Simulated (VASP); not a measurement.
These are PBE GGA, VASP's PBE PAW potentials (set 64) (plane waves; VASP) values and carry that method's errors.

VASP ran on this input.

**KPOINTS**
```
Automatic mesh
0
Gamma
8 8 8
0 0 0
```

File POSCAR:
```
SrO
3.6229040
  0.0000000000   0.7104585162   0.7037390447
  0.7049963234   0.0000000000   0.7037390447
  0.7049963234   0.7104585162   0.0000000000
Sr O
1 1
Cartesian
  0.0000000000   0.0000000000   0.0000000000
  0.7106137341   0.7104585162   0.7037390447
```

### INCAR
```
# general
SYSTEM  = SrO
PREC    = Accurate
ENCUT   = 800
LREAL   = .FALSE.
LASPH   = .TRUE.

# electronic loop
EDIFF   = 1E-6   # SCF stop (eV)
NELM    = 100
ALGO    = Normal   # blocked Davidson
LMAXMIX = 4   # l cut-off of mixed one-centre charges

# smearing
ISMEAR  = 0   # Gaussian
SIGMA   = 0.05

# functional
GGA     = PE   # PBE

# ions
ISIF    = 2

# output
LWAVE   = .FALSE.
LCHARG  = .FALSE.
```

POTCAR, in this order: Sr_sv O_h (PBE.64 set). Program: vasp_std.

Task: What will the output report for the number of irreducible k-points (NKPTS), number of bands (NBANDS), largest plane-wave count, number of space-group operations, FFT grid (NGX, NGY, NGZ)?

Result: 
| Property | Result |
|---|---|
| number of irreducible k-points (NKPTS) | 95 |
| number of bands (NBANDS) | 12 |
| largest plane-wave count | 1743 |
| number of space-group operations | 4 |
| FFT grid (NGX, NGY, NGZ) | 36 × 36 × 36 |

The compound is SrO in the rock salt structure. The cell was not relaxed at this level, atoms are displaced from their ideal sites. The run is one of a series of settings (ENCUT = 800, POTCAR Sr_sv O_h (PBE.64 set) against the base run), some of them coarse on purpose.
